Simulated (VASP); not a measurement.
These are optB86b-vdW, VASP's PBE PAW potentials (set 64) (plane waves; VASP) values and carry that method's errors.

VASP ran on this input.

### KPOINTS
```
kpoints
0
gamma
  12 12 8
```

POSCAR:
```
TiAl
1
    2.8300000000     0.0000000000     0.0000000000
    0.0000000000     2.8300000000     0.0000000000
    0.0000000000     0.0000000000     4.0700000000
Ti Al
1 1
Direct
  0.0000000000   0.0000000000   0.0000000000
  0.5000000000   0.5000000000   0.5000000000
```

**INCAR**
```
# general
SYSTEM   = TiAl
PREC     = Accurate
ENCUT    = 520
LREAL    = .FALSE.
LASPH    = .TRUE.

# electronic loop
EDIFF    = 1E-6
NELM     = 100
ALGO     = Normal
LMAXMIX  = 4

# smearing
ISMEAR   = 1
SIGMA    = 0.1

# functional
GGA      = MK
LUSE_VDW = .TRUE.
AGGAC    = 0.0
PARAM1   = 0.1234
PARAM2   = 1.0

# ions
IBRION   = 2
NSW      = 60
ISIF     = 3
EDIFFG   = -0.01

# output
LWAVE    = .FALSE.
LCHARG   = .FALSE.
```

POTCAR, in this order: Ti_sv Al (PBE.64 set). Program: vasp_std.

What VASP printed:

File OSZICAR:
```
       N       E                     dE             d eps       ncg     rms          rms(c)
DAV:   1     0.938820386449E+02    0.93882E+02   -0.74493E+03  3080   0.137E+03
DAV:   2    -0.422323416206E+01   -0.98105E+02   -0.95584E+02  3113   0.334E+02
DAV:   3    -0.972715915588E+01   -0.55039E+01   -0.52931E+01  4940   0.781E+01
DAV:   4    -0.990797655889E+01   -0.18082E+00   -0.17918E+00  3865   0.119E+01
DAV:   5    -0.991589596393E+01   -0.79194E-02   -0.79116E-02  4438   0.230E+00    0.961E+00
DAV:   6    -0.852596733356E+01    0.13899E+01   -0.12377E+01  3912   0.381E+01    0.333E+00
DAV:   7    -0.838343120076E+01    0.14254E+00   -0.12192E+00  3601   0.119E+01    0.186E+00
DAV:   8    -0.837439031146E+01    0.90409E-02   -0.15107E-01  3529   0.438E+00    0.495E-01
DAV:   9    -0.837264459059E+01    0.17457E-02   -0.26710E-02  3705   0.219E+00    0.206E-01
DAV:  10    -0.837277935653E+01   -0.13477E-03   -0.15731E-03  3866   0.461E-01    0.433E-02
DAV:  11    -0.837276896196E+01    0.10395E-04   -0.35607E-04  4309   0.200E-01    0.402E-02
DAV:  12    -0.837277010067E+01   -0.11387E-05   -0.18611E-05  3596   0.489E-02    0.116E-02
DAV:  13    -0.837276976347E+01    0.33720E-06   -0.12077E-06  2333   0.114E-02
   1 F= -.83727698E+01 E0= -.83730027E+01  d E =-.837277E+01
       N       E                     dE             d eps       ncg     rms          rms(c)
DAV:   1    -0.859155181103E+01   -0.21878E+00   -0.43768E+00  3470   0.321E+01    0.404E+00
DAV:   2    -0.839416490965E+01    0.19739E+00   -0.15566E+00  3686   0.157E+01    0.968E-01
DAV:   3    -0.836985375948E+01    0.24311E-01   -0.15240E-01  3557   0.393E+00    0.354E-01
DAV:   4    -0.837109089920E+01   -0.12371E-02   -0.29593E-02  3591   0.144E+00    0.225E-01
DAV:   5    -0.837338569754E+01   -0.22948E-02   -0.30658E-03  4222   0.449E-01    0.122E-01
DAV:   6    -0.837491346143E+01   -0.15278E-02   -0.36380E-03  4829   0.312E-01    0.658E-02
DAV:   7    -0.837502181552E+01   -0.10835E-03   -0.18526E-04  3625   0.127E-01    0.538E-03
DAV:   8    -0.837502393115E+01   -0.21156E-05   -0.21441E-05  4180   0.359E-02    0.123E-02
DAV:   9    -0.837503057009E+01   -0.66389E-05   -0.12838E-05  3332   0.341E-02    0.398E-03
DAV:  10    -0.837503055349E+01    0.16594E-07   -0.16957E-06  2901   0.110E-02
   2 F= -.83750306E+01 E0= -.83752661E+01  d E =-.226079E-02
       N       E                     dE             d eps       ncg     rms          rms(c)
DAV:   1    -0.841302630833E+01   -0.37996E-01   -0.70677E-01  3518   0.131E+01    0.170E+00
DAV:   2    -0.838191901727E+01    0.31107E-01   -0.31104E-01  3743   0.678E+00    0.439E-01
DAV:   3    -0.837589743879E+01    0.60216E-02   -0.34090E-02  3627   0.187E+00    0.121E-01
DAV:   4    -0.837620141760E+01   -0.30398E-03   -0.42484E-03  3609   0.484E-01    0.799E-02
DAV:   5    -0.837673789305E+01   -0.53648E-03   -0.92163E-04  4412   0.221E-01    0.572E-02
DAV:   6    -0.837685348391E+01   -0.11559E-03   -0.32797E-04  4527   0.129E-01    0.186E-02
DAV:   7    -0.837686706202E+01   -0.13578E-04   -0.36927E-05  4291   0.493E-02    0.197E-03
DAV:   8    -0.837686736289E+01   -0.30087E-06   -0.34594E-06  3170   0.184E-02
   3 F= -.83768674E+01 E0= -.83771045E+01  d E =-.409760E-02
       N       E                     dE             d eps       ncg     rms          rms(c)
DAV:   1    -0.837689994162E+01   -0.32880E-04   -0.64870E-04  3550   0.400E-01    0.517E-02
DAV:   2    -0.837687036595E+01    0.29576E-04   -0.26581E-04  3729   0.200E-01    0.127E-02
DAV:   3    -0.837686557751E+01    0.47884E-05   -0.27367E-05  3601   0.525E-02    0.432E-03
DAV:   4    -0.837686559610E+01   -0.18590E-07   -0.40059E-06  2940   0.159E-02
   4 F= -.83768656E+01 E0= -.83771029E+01  d E =-.409583E-02
```

**OUTCAR**
```
------------------------ aborting loop because EDIFF is reached ----------------------------------------
  FORCE on cell =-STRESS in cart. coord.  units (eV):
  Direction    XX          YY          ZZ          XY          YZ          ZX
  --------------------------------------------------------------------------------------
  Total       -0.0077256     -0.0077256      0.0140298      0.0000000     -0.0000000      0.0000000
  in kB       -0.3868022     -0.3868022      0.7024416      0.0000000     -0.0000000      0.0000000
  external PRESSURE =      -0.0237209 kB  Pullay stress =       0.0000000 kB
  volume of cell :       32.00
      direct lattice vectors                 reciprocal lattice vectors
     2.812174107  0.000000000  0.000000000     0.355596760  0.000000000  0.000000000
     0.000000000  2.812174107  0.000000000     0.000000000  0.355596760  0.000000000
     0.000000000 -0.000000000  4.046392443     0.000000000 -0.000000000  0.247133716
 POSITION                                       TOTAL-FORCE (eV/Angst)
 -----------------------------------------------------------------------------------
      0.00000      0.00000      0.00000         0.000000      0.000000      0.000000
      1.40609      1.40609      2.02320         0.000000     -0.000000      0.000000
 -----------------------------------------------------------------------------------
    total drift:                                0.000000      0.000000      0.000000
  FREE ENERGIE OF THE ION-ELECTRON SYSTEM (eV)
  ---------------------------------------------------
  free  energy   TOTEN  =        -8.3768655961 eV

  energy  without entropy=       -8.3775775717  energy(sigma->0) =       -8.37710292

 reached required accuracy - stopping structural energy minimisation
```
(Selected blocks of OUTCAR.)

**CONTCAR**
```
TiAl
   1.00000000000000
     2.8121741068576140    0.0000000000000000    0.0000000000000000
     0.0000000000000000    2.8121741068576140    0.0000000000000000
     0.0000000000000000   -0.0000000000000000    4.0463924433809559
  Ti              Al
     1     1
Direct
     0.0000000000000000    0.0000000000000000    0.0000000000000000
     0.5000000000000000    0.5000000000000000    0.5000000000000000
```

The compound is TiAl in the L1_0 structure. This run relaxes it. Symmetry was kept, so distortions that lower it aren't found. The electron count is odd and the run is not spin-polarised, which forces a metal.
